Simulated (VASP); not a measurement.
Crystal: SrTiO3.

```
Sr Ti O
1.0
     3.90528    0.00000    0.00000
     0.00000    3.90528    0.00000
     0.00000    0.00000    3.90528
Sr Ti O
1 1 3
Cartesian
  1.9526 1.9526 1.9526
  0.0000 0.0000 0.0000
  1.9526 0.0000 0.0000
  0.0000 1.9526 0.0000
  0.0000 0.0000 1.9526
```

| Property | Result |
| --- | --- |
| Program | VASP 6.6.1 |
| Task | relaxation of cell and atoms |
| Functional | PBE |
| Potentials or basis | VASP PAW PBE potentials, release 64 (Sr_sv, Ti_sv, O) |
| Cutoff | 600 eV |
| k mesh | 8 × 8 × 8 |
| Occupations | gaussian, width 0.03 eV |
| Spin | no spin polarisation |

At the start: pressure 4.7 GPa; volume 11.91 Å³/atom.

Q: Where does the relaxation end?

A: Over 3 steps the energy falls by 4.6 meV/atom and the volume is 12.23 Å³/atom (+2.7 %); space group Pm-3m (No. 221, to 0.05 Å).

The path:
```tsv
step	energy change (eV)	largest force (eV/Å)	pressure (GPa)	volume (Å³)
1	0.0000	0.0000	4.69	59.56
2	-0.0057	0.0000	-3.75	62.62
3	-0.0232	0.0000	-0.02	61.17
```

Final structure:
```
Sr Ti O
1.0
     3.94020    0.00000    0.00000
     0.00000    3.94020    0.00000
     0.00000    0.00000    3.94020
Sr Ti O
1 1 3
Direct
  0.50000 0.50000 0.50000
  0.00000 0.00000 0.00000
  0.50000 0.00000 0.00000
  0.00000 0.50000 0.00000
  0.00000 0.00000 0.50000
```
